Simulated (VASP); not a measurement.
# Quasiparticle energies of CuI (Marshite) in VASP, part 4 of 6

Aim: the quasiparticle gap of CuI (Marshite), and what it costs to get it. The cell is of the zinc-blende type, one of the forms listed for this formula. The start is a cell from a database of measured crystal structures.

VASP 6.6.1, plane waves and PAW; the level of theory is named at each step.

So far, quasiparticle gap on the mesh (eV): step 4 (evGW0) 2.40. Also gap on the k-mesh (eV): step 3 (empty bands, functional PBE) 1.11.

The database entry behind the starting cell differs from later determinations by our own check (about 0.15 % long (mineral sample)), so it need not match the best structure at ambient conditions.

## 5. QPGW0

This step: QPGW0 on PBE; plane waves and PAW (Cu_GW, I_GW) (VASP 6.6.1).

Here the orbitals are updated too, by diagonalising a Hermitian self-energy in the bands up to NBANDSGW.

Input file INCAR:

```
SYSTEM = CuI
PREC = Accurate
ENCUT = 440
ISMEAR = 0
SIGMA = 0.01
LREAL = .FALSE.
GGA = PE
NBANDS = 360
ALGO = QPGW0
NELMGW = 4
ENCUTGW = 200
NOMEGA = 48
PRECFOCK = Fast
NBANDSGW = 32
LWAVE = .FALSE.
LCHARG = .FALSE.
```

Input file POSCAR:

```
CuI
1.0
    0.0000000000      3.0315000000      3.0315000000
    3.0315000000      0.0000000000      3.0315000000
    3.0315000000      3.0315000000      0.0000000000
Cu I
1 1
Direct
    0.2500000000      0.2500000000      0.2500000000
    0.0000000000      0.0000000000      0.0000000000
```

Input file KPOINTS:

```
Automatic mesh
0
Gamma
6 6 6
0 0 0
```

Potentials, in the order of the species: Cu_GW and I_GW (PBE family, release 64).

The run is started by

```
> mpirun -np 8 vasp_std
```

Log:

```text
[banner, memory and clock lines left out]
running    8 mpi-ranks, on    1 nodes
 distrk:  each k-point on    8 cores,    1 groups
 distr:  one band on    1 cores,    8 groups

 POSCAR found type information on POSCAR CuI
 POSCAR found :  2 types and       2 ions
 [... a notice as in an earlier step ...]

 [... a notice as in an earlier step ...]

 LDA part: xc-table for (Slater+PW92), standard interpolation
 found WAVECAR, reading the header
 POSCAR, INCAR and KPOINTS ok, starting setup
 FFT: planning ... GRIDC
 FFT: planning ... GRID_SOFT
 FFT: planning ... GRID
 reading WAVECAR
 the WAVECAR file was read successfully
 initial charge from wavefunction
 available memory per node:     32.79 GB, setting MAXMEM to     33575

 The Fermi energy was updated, please check that it is located mid-gap
 values below the HOMO (VB) or above the LUMO (CB) will cause erroneous energies
 E-fermi :   4.5211

 calculate exact exchange contribution
 the WAVEDER file was read successfully
energies w=
    0.000    0.000    0.504    0.000    1.007    0.000    1.505    0.000
    1.997    0.000    2.483    0.000    2.960    0.000    3.428    0.000
    3.888    0.000    4.339    0.000    4.782    0.000    5.218    0.000
    5.647    0.000    6.072    0.000    6.493    0.000    6.912    0.000
    7.330    0.000    7.750    0.000    8.173    0.000    8.601    0.000
    9.037    0.000    9.483    0.000    9.941    0.000   10.415    0.000
   10.908    0.000   11.425    0.000   11.970    0.000   12.547    0.000
   13.165    0.000   13.831    0.000   14.553    0.000   15.346    0.000
   16.222    0.000   17.200    0.000   18.305    0.000   19.568    0.000
   21.032    0.000   22.754    0.000   24.814    0.000   27.329    0.000
   30.475    0.000   34.524    0.000   39.931    0.000   47.511    0.000
   58.880    0.000   77.768    0.000  115.150    0.000  223.484    0.000
 responsefunction array rank=     368
 LDA part: xc-table for (Slater+PW92), standard interpolation

 min. memory requirement per mpi rank   1165.9 MB, per node   9327.0 MB

 allocating   6 responsefunctions rank=   368
 shmem allocating  48 responsefunctions rank=   368
 response function shared by NCSHMEM nodes    1
 Doing            6  frequencies on each core in blocks of           48
NQ=   1    0.0000    0.0000    0.0000,
|.........|.........|.........|.........|.........|.........|.........|.........
 performed       1733000 updates of chi_q(r,r)
 total number of BLAS operations       1593.57 Gflops
NQ=   2    0.1667    0.0000    0.0000,
|.........|.........|.........|.........|.........|.........|.........|.........
 performed       5033000 updates of chi_q(r,r)
 total number of BLAS operations       4939.45 Gflops
NQ=   3    0.3333    0.0000    0.0000,
|.........|.........|.........|.........|.........|.........|.........|.........
 performed       8333000 updates of chi_q(r,r)
 total number of BLAS operations       8341.95 Gflops
NQ=   4    0.5000    0.0000    0.0000,
|.........|.........|.........|.........|.........|.........|.........|.........
 performed      11080000 updates of chi_q(r,r)
 total number of BLAS operations      11318.13 Gflops
NQ=   5    0.1667    0.1667    0.0000,
|.........|.........|.........|.........|.........|.........|.........|.........
 performed      14380000 updates of chi_q(r,r)
 total number of BLAS operations      14570.68 Gflops
NQ=   6    0.3333    0.1667    0.0000,
|.........|.........|.........|.........|.........|.........|.........|.........
 performed      19661000 updates of chi_q(r,r)
 total number of BLAS operations      19776.16 Gflops
NQ=   7    0.5000    0.1667    0.0000,
|.........|.........|.........|.........|.........|.........|.........|.........
 performed      24942000 updates of chi_q(r,r)
 total number of BLAS operations      25221.62 Gflops
NQ=   8   -0.3333    0.1667    0.0000,
|.........|.........|.........|.........|.........|.........|.........|.........
 performed      30223000 updates of chi_q(r,r)
 total number of BLAS operations      30606.59 Gflops
NQ=   9   -0.1667    0.1667    0.0000,
|.........|.........|.........|.........|.........|.........|.........|.........
 performed      34767000 updates of chi_q(r,r)
 total number of BLAS operations      35239.83 Gflops
NQ=  10    0.3333    0.3333    0.0000,
|.........|.........|.........|.........|.........|.........|.........|.........
 performed      38067000 updates of chi_q(r,r)
 total number of BLAS operations      38566.93 Gflops
NQ=  11    0.5000    0.3333    0.0000,
|.........|.........|.........|.........|.........|.........|.........|.........
 performed      43348000 updates of chi_q(r,r)
 total number of BLAS operations      44042.78 Gflops
NQ=  12   -0.3333    0.3333    0.0000,
|.........|.........|.........|.........|.........|.........|.........|.........
 performed      47892000 updates of chi_q(r,r)
 total number of BLAS operations      48572.77 Gflops
NQ=  13    0.5000    0.5000    0.0000,
|.........|.........|.........|.........|.........|.........|.........|.........
 performed      50316000 updates of chi_q(r,r)
 total number of BLAS operations      50841.43 Gflops
NQ=  14    0.5000    0.3333    0.1667,
|.........|.........|.........|.........|.........|.........|.........|.........
 performed      56288000 updates of chi_q(r,r)
 total number of BLAS operations      56931.14 Gflops
NQ=  15   -0.3333    0.3333    0.1667,
|.........|.........|.........|.........|.........|.........|.........|.........
 performed      61892000 updates of chi_q(r,r)
 total number of BLAS operations      62936.71 Gflops
NQ=  16   -0.3333    0.5000    0.1667,
|.........|.........|.........|.........|.........|.........|.........|.........
 performed      66459000 updates of chi_q(r,r)
 total number of BLAS operations      67672.03 Gflops
 resolving degeneracies of screened two electron integrals

 calculate QP shifts <psi_nk| G(iteration)W_0 |psi_nk>: iteration 1

 QP shifts <psi_nk| G(iteration)W_0 |psi_nk>: iteration 1
 NQ=           1  operations          48
 NQ=           2  operations           6
 NQ=           3  operations           6
 NQ=           4  operations          12
 NQ=           5  operations           8
 NQ=           6  operations           2
 NQ=           7  operations           2
 NQ=           8  operations           2
 NQ=           9  operations           4
 NQ=          10  operations           8
 NQ=          11  operations           2
 NQ=          12  operations           4
 NQ=          13  operations          16
 NQ=          14  operations           2
 NQ=          15  operations           2
 NQ=          16  operations           4
 allocating   6 responsefunctions rank=   368
[...]
NQ=   4    0.5000    0.0000    0.0000,
|.........|.........|.........|.........|.........|.........|.........|.........
 performed      11080000 updates of chi_q(r,r)
 total number of BLAS operations      11318.13 Gflops
NQ=   5    0.1667    0.1667    0.0000,
|.........|.........|.........|.........|.........|.........|.........|.........
 performed      14380000 updates of chi_q(r,r)
 total number of BLAS operations      14570.68 Gflops
NQ=   6    0.3333    0.1667    0.0000,
|.........|.........|.........|.........|.........|.........|.........|.........
 performed      19661000 updates of chi_q(r,r)
 total number of BLAS operations      19776.16 Gflops
NQ=   7    0.5000    0.1667    0.0000,
|.........|.........|.........|.........|.........|.........|.........|.........
 performed      24942000 updates of chi_q(r,r)
 total number of BLAS operations      25221.62 Gflops
NQ=   8   -0.3333    0.1667    0.0000,
|.........|.........|.........|.........|.........|.........|.........|.........
 performed      30223000 updates of chi_q(r,r)
 total number of BLAS operations      30606.59 Gflops
NQ=   9   -0.1667    0.1667    0.0000,
|.........|.........|.........|.........|.........|.........|.........|.........
 performed      34767000 updates of chi_q(r,r)
 total number of BLAS operations      35239.83 Gflops
NQ=  10    0.3333    0.3333    0.0000,
|.........|.........|.........|.........|.........|.........|.........|.........
 performed      38067000 updates of chi_q(r,r)
 total number of BLAS operations      38566.93 Gflops
NQ=  11    0.5000    0.3333    0.0000,
|.........|.........|.........|.........|.........|.........|.........|.........
 performed      43348000 updates of chi_q(r,r)
 total number of BLAS operations      44042.78 Gflops
NQ=  12   -0.3333    0.3333    0.0000,
|.........|.........|.........|.........|.........|.........|.........|.........
 performed      47892000 updates of chi_q(r,r)
 total number of BLAS operations      48572.77 Gflops
NQ=  13    0.5000    0.5000    0.0000,
|.........|.........|.........|.........|.........|.........|.........|.........
 performed      50316000 updates of chi_q(r,r)
 total number of BLAS operations      50841.43 Gflops
NQ=  14    0.5000    0.3333    0.1667,
|.........|.........|.........|.........|.........|.........|.........|.........
 performed      56288000 updates of chi_q(r,r)
 total number of BLAS operations      56931.14 Gflops
NQ=  15   -0.3333    0.3333    0.1667,
|.........|.........|.........|.........|.........|.........|.........|.........
 performed      61892000 updates of chi_q(r,r)
 total number of BLAS operations      62936.71 Gflops
NQ=  16   -0.3333    0.5000    0.1667,
|.........|.........|.........|.........|.........|.........|.........|.........
 performed      66459000 updates of chi_q(r,r)
 total number of BLAS operations      67672.03 Gflops
 resolving degeneracies of screened two electron integrals

 QP shifts <psi_nk| G(iteration)W_0 |psi_nk>: iteration 3
 NQ=           1  operations          48
 NQ=           2  operations           6
 NQ=           3  operations           6
 NQ=           4  operations          12
 NQ=           5  operations           8
 NQ=           6  operations           2
 NQ=           7  operations           2
 NQ=           8  operations           2
 NQ=           9  operations           4
 NQ=          10  operations           8
 NQ=          11  operations           2
 NQ=          12  operations           4
 NQ=          13  operations          16
 NQ=          14  operations           2
 NQ=          15  operations           2
 NQ=          16  operations           4
 allocating   6 responsefunctions rank=   368
 shmem allocating  48 responsefunctions rank=   368
 response function shared by NCSHMEM nodes    1
 Doing            6  frequencies on each core in blocks of           48
NQ=   1    0.0000    0.0000    0.0000,
|.........|.........|.........|.........|.........|.........|.........|.........
 performed       1733000 updates of chi_q(r,r)
 total number of BLAS operations       1593.57 Gflops
NQ=   2    0.1667    0.0000    0.0000,
|.........|.........|.........|.........|.........|.........|.........|.........
 performed       5033000 updates of chi_q(r,r)
 total number of BLAS operations       4939.45 Gflops
NQ=   3    0.3333    0.0000    0.0000,
|.........|.........|.........|.........|.........|.........|.........|.........
 performed       8333000 updates of chi_q(r,r)
 total number of BLAS operations       8341.95 Gflops
NQ=   4    0.5000    0.0000    0.0000,
|.........|.........|.........|.........|.........|.........|.........|.........
 performed      11080000 updates of chi_q(r,r)
 total number of BLAS operations      11318.13 Gflops
NQ=   5    0.1667    0.1667    0.0000,
|.........|.........|.........|.........|.........|.........|.........|.........
 performed      14380000 updates of chi_q(r,r)
 total number of BLAS operations      14570.68 Gflops
NQ=   6    0.3333    0.1667    0.0000,
|.........|.........|.........|.........|.........|.........|.........|.........
 performed      19661000 updates of chi_q(r,r)
 total number of BLAS operations      19776.16 Gflops
NQ=   7    0.5000    0.1667    0.0000,
|.........|.........|.........|.........|.........|.........|.........|.........
 performed      24942000 updates of chi_q(r,r)
 total number of BLAS operations      25221.62 Gflops
NQ=   8   -0.3333    0.1667    0.0000,
|.........|.........|.........|.........|.........|.........|.........|.........
 performed      30223000 updates of chi_q(r,r)
 total number of BLAS operations      30606.59 Gflops
NQ=   9   -0.1667    0.1667    0.0000,
|.........|.........|.........|.........|.........|.........|.........|.........
 performed      34767000 updates of chi_q(r,r)
 total number of BLAS operations      35239.83 Gflops
NQ=  10    0.3333    0.3333    0.0000,
|.........|.........|.........|.........|.........|.........|.........|.........
 performed      38067000 updates of chi_q(r,r)
 total number of BLAS operations      38566.93 Gflops
NQ=  11    0.5000    0.3333    0.0000,
|.........|.........|.........|.........|.........|.........|.........|.........
 performed      43348000 updates of chi_q(r,r)
 total number of BLAS operations      44042.78 Gflops
NQ=  12   -0.3333    0.3333    0.0000,
|.........|.........|.........|.........|.........|.........|.........|.........
 performed      47892000 updates of chi_q(r,r)
 total number of BLAS operations      48572.77 Gflops
NQ=  13    0.5000    0.5000    0.0000,
|.........|.........|.........|.........|.........|.........|.........|.........
 performed      50316000 updates of chi_q(r,r)
 total number of BLAS operations      50841.43 Gflops
NQ=  14    0.5000    0.3333    0.1667,
|.........|.........|.........|.........|.........|.........|.........|.........
 performed      56288000 updates of chi_q(r,r)
 total number of BLAS operations      56931.14 Gflops
NQ=  15   -0.3333    0.3333    0.1667,
|.........|.........|.........|.........|.........|.........|.........|.........
 performed      61892000 updates of chi_q(r,r)
 total number of BLAS operations      62936.71 Gflops
NQ=  16   -0.3333    0.5000    0.1667,
|.........|.........|.........|.........|.........|.........|.........|.........
 performed      66459000 updates of chi_q(r,r)
 total number of BLAS operations      67672.03 Gflops
 resolving degeneracies of screened two electron integrals

 QP shifts <psi_nk| G(iteration)W_0 |psi_nk>: iteration 4
 NQ=           1  operations          48
 NQ=           2  operations           6
 NQ=           3  operations           6
 NQ=           4  operations          12
 NQ=           5  operations           8
 NQ=           6  operations           2
 NQ=           7  operations           2
 NQ=           8  operations           2
 NQ=           9  operations           4
 NQ=          10  operations           8
 NQ=          11  operations           2
 NQ=          12  operations           4
 NQ=          13  operations          16
 NQ=          14  operations           2
 NQ=          15  operations           2
 NQ=          16  operations           4
 entering main loop
```

Elapsed: 67 min, on 8 MPI ranks of Intel Xeon 6975P-C (Granite Rapids), shared host; peak memory 9.7 GiB; 8.9 h of CPU time.

Parts of OUTCAR (step 5):

```text
   NELECT =      18.0000    total number of electrons

 E-fermi :   4.5211

 QP shifts <psi_nk| G(iteration)W_0 |psi_nk>: iteration 1
 k-point   1 :       0.0000    0.0000    0.0000
  band No. DFT-energies  QP-energies  QP-e(diag)   sigma(DFT)    Z            occupation
    ...
      6       2.1156       1.3175       1.3348       0.8786       0.6312       2.0000
      7       3.9653       3.1414       3.1474       2.8075       0.7064       2.0000
      8       3.9653       3.1414       3.1474       2.8075       0.7064       2.0000
      9       3.9653       3.1414       3.1474       2.8075       0.7064       2.0000
     10       5.0768       5.2367       5.2611       5.3113       0.7860       0.0000
     11       8.8504       8.9807       8.9846       9.0250       0.7684       0.0000
     12       8.8504       8.9807       8.9846       9.0250       0.7684       0.0000
     13       8.8504       8.9807       8.9846       9.0250       0.7684       0.0000
    ...

 k-point   2 :       0.1667    0.0000    0.0000
  band No. DFT-energies  QP-energies  QP-e(diag)   sigma(DFT)    Z            occupation
    ...
      6       2.1068       1.3125       1.3276       0.8711       0.6306       2.0000
      7       3.0981       2.3143       2.3294       1.9604       0.6757       2.0000
      8       3.7726       2.9374       2.9441       2.5948       0.7034       2.0000
      9       3.7726       2.9374       2.9441       2.5948       0.7034       2.0000
     10       6.0090       6.1678       6.1818       6.2302       0.7813       0.0000
     11       8.8445       8.9318       8.9385       8.9668       0.7692       0.0000
     12       9.1978       9.3430       9.3459       9.3916       0.7642       0.0000
     13       9.1978       9.3430       9.3459       9.3916       0.7642       0.0000
    ...

 QP shifts <psi_nk| G(iteration)W_0 |psi_nk>: iteration 2
 k-point   1 :       0.0000    0.0000    0.0000
  band No. DFT-energies  QP-energies  QP-e(diag)   sigma(DFT)    Z            occupation
    ...
      6       1.3175       0.7956       0.8006       0.5006       0.6327       2.0000
      7       3.1414       2.7522       2.7227       2.5464       0.7037       2.0000
      8       3.1414       2.7522       2.7227       2.5464       0.7037       2.0000
      9       3.1414       2.7522       2.7227       2.5464       0.7037       2.0000
     10       5.2367       5.2401       5.2412       5.2424       0.7930       0.0000
     11       8.9807       8.9583       8.9591       8.9526       0.7707       0.0000
     12       8.9807       8.9583       8.9591       8.9526       0.7707       0.0000
     13       8.9807       8.9583       8.9591       8.9526       0.7707       0.0000
    ...

 QP shifts <psi_nk| G(iteration)W_0 |psi_nk>: iteration 3
 k-point   1 :       0.0000    0.0000    0.0000
  band No. DFT-energies  QP-energies  QP-e(diag)   sigma(DFT)    Z            occupation
    ...
      6       0.7956       0.5208       0.5256       0.3687       0.6325       2.0000
      7       2.7522       2.5728       2.5508       2.4684       0.7096       2.0000
      8       2.7522       2.5728       2.5508       2.4684       0.7096       2.0000
      9       2.7522       2.5728       2.5508       2.4684       0.7096       2.0000
     10       5.2401       5.2401       5.2405       5.2406       0.7943       0.0000
     11       8.9583       8.9501       8.9510       8.9488       0.7704       0.0000
     12       8.9583       8.9501       8.9510       8.9488       0.7704       0.0000
     13       8.9583       8.9501       8.9510       8.9488       0.7704       0.0000
    ...

 QP shifts <psi_nk| G(iteration)W_0 |psi_nk>: iteration 4
 k-point   1 :       0.0000    0.0000    0.0000
  band No. DFT-energies  QP-energies  QP-e(diag)   sigma(DFT)    Z            occupation
    ...
      6       0.5208       0.4685       0.4752       0.4486       0.6318       2.0000
      7       2.5728       2.5425       2.5346       2.5193       0.7140       2.0000
      8       2.5728       2.5425       2.5346       2.5193       0.7140       2.0000
      9       2.5728       2.5425       2.5346       2.5193       0.7140       2.0000
     10       5.2401       5.2479       5.2486       5.2508       0.7944       0.0000
     11       8.9501       8.9568       8.9576       8.9598       0.7701       0.0000
     12       8.9501       8.9568       8.9576       8.9598       0.7701       0.0000
     13       8.9501       8.9568       8.9576       8.9598       0.7701       0.0000
    ...

[... 16 parts as in an earlier step ...]

[... 29 further parts left out ...]
```

Numbers from this step:

```yaml
quasiparticle_gap_on_the_mesh: 2.705 eV
smallest_direct_quasiparticle_gap_on_the_mesh: 2.705 eV
```

QP gap by iteration, by row:

| iteration | gap (eV) | direct gap (eV) |
| --- | --- | --- |
| 1 | 2.095 | 2.095 |
| 2 | 2.488 | 2.488 |
| 3 | 2.667 | 2.667 |
| 4 | 2.705 | 2.705 |

GW takes the gap from 1.112 to 2.705 eV. That is +306 meV against evGW0 on PBE. The last pass still moved it by +38 meV. Spin-orbit coupling is left out. The value holds for 360 bands, ENCUTGW = 200 eV and this mesh, and isn't shown to be converged in them.

[end of part 4 of 6]

[Lines on the potential files, build, host, timing and source positions are cut from VASP's logs without a mark.]

[Logs are printed without paths, hosts, clocks, repeated set-up lines and the standing remarks that a program may print on its own settings, such as how far it seeks lower states.]

[Hosts, paths, dates, database ids (printed as entryN), source tags and the programs' standing remarks are cut or masked in the printed files.]

[Pressures printed for these runs are not shown converged in the cutoff: they can be off by several GPa and have the wrong sign.]
